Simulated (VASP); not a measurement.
Consider the following.

```xyz
3
Lattice="0.0000 3.0279 3.0279 3.0279 0.0000 3.0279 3.0279 3.0279 0.0000" Properties=species:S:1:pos:R:3 pbc="T T T"
Al     1.5140     1.5140     1.5140
Al     4.5419     4.5419     4.5419
Au     0.0000     0.0000     0.0000
```

Method: PBE GGA, VASP's PBE PAW potentials (set 64) (plane waves; VASP). Settings: 400 eV cut-off, 8×8×8 Γ-centred mesh, first-order Methfessel-Paxton smearing of 0.10 eV, potentials Al Au.

Unless said otherwise, spin-orbit coupling is left out, though it shifts the bands of the heavy elements here.

Problem. Estimate the energy per atom (σ→0), band gap (on the k-mesh) with the smallest direct gap where there is one.

Solution. 
```yaml
band gap (on the k-mesh): none (metal, semimetal or under 0.01 eV)
energy per atom (σ→0): -4.009 eV/atom
```

Only differences to runs with the same potentials and settings are physical.

The compound is AuAl2 in the fluorite structure. It was relaxed first. The start is the result of an earlier pass. The electron count is odd and the run is not spin-polarised, which forces a metal.
